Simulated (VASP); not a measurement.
Level of theory: r2SCAN meta-GGA, VASP's PBE PAW potentials (set 64) (plane waves; VASP).

Input for VASP

File POSCAR:
```
Ni3Fe
1
    3.4881407158     0.0000000000     0.0000000000
    0.0000000000     3.4881407158     0.0000000000
   -0.0000000000    -0.0000000000     3.4881407158
Fe Ni
1 3
Direct
  0.0000000000   0.0000000000   0.0000000000
  0.0000000000   0.5000000000   0.5000000000
  0.5000000000   0.0000000000   0.5000000000
  0.5000000000   0.5000000000   0.0000000000
```

### INCAR
```
! general
SYSTEM  = Ni3Fe
PREC    = Accurate
ENCUT   = 400
LREAL   = .FALSE.   ! projection in real space or not
LASPH   = .TRUE.   ! aspherical one-centre terms

! electronic loop
EDIFF   = 1E-6   ! SCF stop (eV)
NELM    = 100   ! most electronic steps
ALGO    = Normal
LMAXMIX = 4   ! l cut-off of mixed one-centre charges
LMIXTAU = .TRUE.

! smearing
ISMEAR  = 1   ! Methfessel-Paxton
SIGMA   = 0.1

! functional
METAGGA = R2SCAN

! spin
ISPIN   = 2   ! spin-polarised
MAGMOM  = 3.0 3*0.7

! ions
IBRION  = 2   ! conjugate gradients
NSW     = 60   ! most ionic steps
ISIF    = 3   ! ions, shape and volume
EDIFFG  = -0.02   ! ionic stop

! output
LWAVE   = .FALSE.
LCHARG  = .FALSE.
LORBIT  = 10
```

File KPOINTS:
```
Automatic
0
gamma
 8 8 8
```

POTCAR, in this order: Fe Ni (PBE.64 set). Program: vasp_std.

Q: Estimate the energy per atom (σ→0), cell moment, volume per atom, band gap (on the k-mesh).

A: 
The energy per atom (σ→0) is -1222.7 kJ/mol-atom. The cell moment is 5.24 μB, the band gap (on the k-mesh) is none (metal, semimetal or under 0.01 eV) and the volume per atom comes out as 10.81 Å³/atom.

File OSZICAR:
```
...
DAV:   6    -0.506898556314E+02    0.12597E-02   -0.19140E-03  4864   0.875E-01    0.155E-01
DAV:   7    -0.506899257209E+02   -0.70089E-04   -0.40571E-04  4032   0.284E-01    0.874E-02
DAV:   8    -0.506899423269E+02   -0.16606E-04   -0.15924E-04  4198   0.250E-01    0.720E-02
DAV:   9    -0.506899303400E+02    0.11987E-04   -0.51767E-05  4706   0.180E-01    0.227E-02
DAV:  10    -0.506899317635E+02   -0.14236E-05   -0.88170E-06  5038   0.478E-02    0.144E-02
DAV:  11    -0.506899296407E+02    0.21228E-05   -0.20932E-06  2216   0.342E-02    0.417E-03
DAV:  12    -0.506899290428E+02    0.59794E-06   -0.71146E-07  2102   0.149E-02
   3 F= -.50689929E+02 E0= -.50689666E+02  d E =-.100971E-01  mag=     5.2409
```

The compound is Ni3Fe in the L1_2 structure. This run relaxes it. Symmetry was kept, so distortions that lower it aren't found. The start is the result of an earlier pass.
